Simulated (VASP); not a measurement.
VASP input:

### KPOINTS
```
Automatic mesh
0
Gamma
7 7 7
0 0 0
```

INCAR:
```
SYSTEM = K(FeS)2
PREC = Accurate; ENCUT = 300; LREAL = .FALSE.
LASPH = .TRUE.
EDIFF = 1E-6; NELM = 100; ALGO = Normal
LMAXMIX = 4
ISMEAR = -1; SIGMA = 0.136
ISIF = 2
LWAVE = .FALSE.; LCHARG = .FALSE.
```

POSCAR:
```
K(FeS)2
1
   -1.8233650000     1.8233650000     6.3250600000
    1.8233650000    -1.8233650000     6.3250600000
    1.8233650000     1.8233650000    -6.3250600000
K Fe S
1 2 2
Direct
  0.0000000000   0.0000000000   0.0000000000
  0.7500000000   0.2500000000   0.5000000000
  0.2500000000   0.7500000000   0.5000000000
  0.6577400000   0.6577400000   0.0000000000
  0.3422600000   0.3422600000   0.0000000000
```

POTCAR, in this order: K_sv Fe S (LDA.64 set). Program: vasp_std.

Q: Translate this LDA calculation to Quantum ESPRESSO's pw.x.

A: One equivalent input (not run):
```
&CONTROL
  calculation = 'scf'
  pseudo_dir = './pseudo'
  outdir = './out'
  tprnfor = .true.
  tstress = .true.
/
&SYSTEM
  ibrav = 0
  nat = 5
  ntyp = 3
  ecutwfc = 90
  occupations = 'smearing'
  smearing = 'fermi-dirac'
  degauss = 0.009996
  input_dft = 'pz'
/
&ELECTRONS
  conv_thr = 7.3e-08
  electron_maxstep = 100
/
ATOMIC_SPECIES
  K 39.098 K.upf
  Fe 55.845 Fe.upf
  S 32.060 S.upf
CELL_PARAMETERS angstrom
    -1.8233650    1.8233650    6.3250600
     1.8233650   -1.8233650    6.3250600
     1.8233650    1.8233650   -6.3250600
ATOMIC_POSITIONS crystal
  K    0.0000000  0.0000000  0.0000000
  Fe   0.7500000  0.2500000  0.5000000
  Fe   0.2500000  0.7500000  0.5000000
  S    0.6577400  0.6577400  0.0000000
  S    0.3422600  0.3422600  0.0000000
K_POINTS automatic
  7 7 7 0 0 0
```
The two are equivalent in intent, not identical: the potentials are each code's own (VASP's PAW set, PseudoDojo norm-conserving files in pw.x), so ENCUT and ecutwfc are chosen apart and not converted; conv_thr bounds pw.x's estimated SCF error, while EDIFF bounds the energy change between steps.

The structure comes from a computed database's Fe2KS2 entry; how it stands against other phases isn't given here. The cell was not relaxed at this level. The k-mesh is coarse (spacing up to 0.35 per Å, 2π included), so the numbers may not be converged in it.
